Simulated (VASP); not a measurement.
```yaml
crystal:
  lattice:
    - [0.00000, 3.59374, 3.59374]
    - [3.59374, 0.00000, 3.59374]
    - [3.59374, 3.59374, 0.00000]
  atoms:
    - { symbol: K, position: [0.00000, 0.00000, 0.00000] }
    - { symbol: I, position: [0.50000, 0.50000, 0.50000] }
```

Computed with PBE GGA, VASP's PBE PAW potentials (set 64) (plane waves; VASP 6.6.1). Settings: 520 eV cut-off, Gaussian smearing of 0.050 eV, potentials K_sv I.

Unless said otherwise, spin-orbit coupling is left out, though it shifts the bands of the heavy elements here.

Question: Give the energies of bands 6 to 11 at the high-symmetry points, in eV from the valence-band maximum.

Answer: 
```tsv
band	Γ	X	U	L	W
6	0.00	-0.92	-0.79	-1.21	-0.67
7	0.00	-0.34	-0.69	-0.30	-0.67
8	0.00	-0.34	-0.34	-0.30	-0.54
9	3.85	5.01	5.63	5.47	6.44
10	6.51	5.65	6.48	7.55	6.44
11	6.51	8.04	7.49	8.04	6.50
```

The gap is direct, 3.85 eV, from the valence maximum at Γ to the conduction minimum at Γ.

Measured: gap 6.10 eV (computed value off by -2.25 eV), as given by Aguado et al., (1998), arXiv:cond-mat/9809176.

The compound is KI in the rock salt structure. It was relaxed first, which changed the volume by +5 %.
